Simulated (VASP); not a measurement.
Hg3BiP, 5 atoms in the cell. Symmetry: Pm-3m, No. 221, cubic system. The conventional cell has a = 5.437 Å, b = 5.437 Å, c = 5.437 Å, α = 90.00°, β = 90.00°, γ = 90.00°. Bi (site symmetry m-3m) is surrounded by 12 Hg at 3.84 Å. P (site symmetry m-3m) is surrounded by 6 Hg at 2.72 Å. Hg (site symmetry 4/mmm) is surrounded by 2 P at 2.72 Å. The cell comes from a database or a generator and needn't be the stable form of this composition.

| Item | Value |
| --- | --- |
| Program | VASP 6.6.1 |
| Task | single point |
| Functional | LDA |
| Potentials or basis | VASP PAW LDA potentials, release 64 (Bi_d, P, Hg) |
| Cutoff | 520 eV |
| k mesh | 4 × 4 × 4 |
| Occupations | gaussian, width 0.05 eV |
| Spin | no spin polarisation |
| Dipole correction | no |
| Further INCAR settings | ALGO = Fast; EDIFF = 1e-06; NBANDS = 36 |

Potentials or basis: VASP PAW LDA potentials, release 64 (Bi_d, P, Hg).

Launch:

```sh
$ cat potpaw_LDA.64/Bi_d/POTCAR potpaw_LDA.64/P/POTCAR potpaw_LDA.64/Hg/POTCAR > POTCAR
$ mpirun -np 1 vasp_std > vasp.out
```

Hardware: 1 thread of Intel(R) Xeon(R) 6975P-C (Granite Rapids) (shared host).

Problem. Estimate the wall time of this run.

Solution. Wall time 19 s on 1 thread of Intel(R) Xeon(R) 6975P-C (Granite Rapids), on a shared host, peak memory 0.22 GiB. Counts: scf iterations 13, k points 10.
